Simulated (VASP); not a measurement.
Input for VASP

File POSCAR:
```
SnSe2
1
    3.8336592945     0.0000000000    -0.0000000000
   -1.9168296472     3.3200465279     0.0000000000
    0.0000000000     0.0000000000     6.2479030391
Sn Se
1 2
Direct
  1.0000000000   0.0000000000   0.0000000000
  0.3333330000   0.6666670000   0.2521233024
  0.6666670000   0.3333330000   0.7478766976
```

KPOINTS:
```
Automatic mesh
0
Gamma
6 6 3
0 0 0
```

**INCAR**
```
! general
SYSTEM   = SnSe2
PREC     = Accurate
ENCUT    = 400
LREAL    = .False.   ! projection in real space or not
LASPH    = .True.

! electronic loop
EDIFF    = 1E-6   ! SCF stop (eV)
NELM     = 100   ! most electronic steps
ALGO     = Normal
LMAXMIX  = 4   ! l cut-off of mixed one-centre charges
LMIXTAU  = .True.

! smearing
ISMEAR   = 0   ! Gaussian
SIGMA    = 0.05   ! width (eV)

! functional
METAGGA  = R2SCAN
LUSE_VDW = .True.
BPARAM   = 11.95
CPARAM   = 0.0093

! ions
IBRION   = 2   ! conjugate gradients
NSW      = 60   ! most ionic steps
ISIF     = 3   ! ions, shape and volume
EDIFFG   = -0.02   ! ionic stop

! output
LWAVE    = .False.
LCHARG   = .False.
```

POTCAR, in this order: Sn_d Se (PBE.64 set). Program: vasp_std.

Problem. Write an equivalent input for Ansatz.

Solution. One equivalent input (not run):
Ansatz 0.2 input:
```yaml
crystal:
  lattice:
    - [3.8336593, 0.0000000, 0.0000000]
    - [-1.9168296, 3.3200465, 0.0000000]
    - [0.0000000, 0.0000000, 6.2479030]
  atoms:
    - { symbol: Sn, position: [1.0000000, 0.0000000, 0.0000000] }
    - { symbol: Se, position: [0.3333330, 0.6666670, 0.2521233] }
    - { symbol: Se, position: [0.6666670, 0.3333330, 0.7478767] }
kpoints:
  mp_grid: { grid: [6, 6, 3] }
hamiltonian:
  xc: r2scan
  dispersion: rvv10
  pseudopotentials: { kind: paw }
scf:
  occupations: { method: gaussian, width: 0.05 }
  max_iter: 100
relax:
  max_steps: 60
  f_tol: 0.02
  cell: {}
output: { forces: true, stress: true, eigenvalues: true }
```
The two are equivalent in intent, not identical: each code has its own PAW files, so the cut-off isn't converted (ENCUT is set for VASP's; basis.ecutwfc is left out, and Ansatz then takes the one that its files recommend); Ansatz stops its SCF on the density residual and VASP on the energy change (EDIFF).

The structure comes from a measured SnSe2 entry (P-3m1) of the Crystallography Open Database, whose conditions weren't checked. It was relaxed first. The start is the result of an earlier pass.
